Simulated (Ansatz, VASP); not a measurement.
**RbZn in VASP and in Ansatz**

```xyz
2
Lattice="4.5731 0.0000 0.0000 0.0000 4.5731 0.0000 0.0000 0.0000 4.0339" Properties=species:S:1:pos:R:3 pbc="T T T"
Rb    2.2865    2.2865    2.0169
Zn    0.0000    0.0000    0.0000
```

Alike in both runs: functional PBE; k mesh 6 × 6 × 4; occupations gaussian, width 0.1 eV; no spin polarisation.

Ansatz relaxed the structure, and its values are those at the end. VASP's run is a single point on that final structure, the one shown.

|  | VASP | Ansatz |
| --- | --- | --- |
| version | VASP 6.6.1 | Ansatz 0.2.0 |
| potentials or method | VASP PAW PBE potentials, release 64 (Rb_sv, Zn) | scalar-relativistic, plane waves, PAW |
| plane-wave cutoff (eV) | 520 | 420 |
| valence electrons in the cell | 21 | 21 |

```csv
,VASP,Ansatz,Ansatz less VASP
gap on the k mesh at the Fermi level (eV),none,none,-
pressure (GPa),0.1,0.1,-0.01
```

A gap of «none» marks a metal or a gap that the smearing closes.

Caveats: the k mesh is coarse (spacing up to 0.39 Å⁻¹), so the values aren't converged.
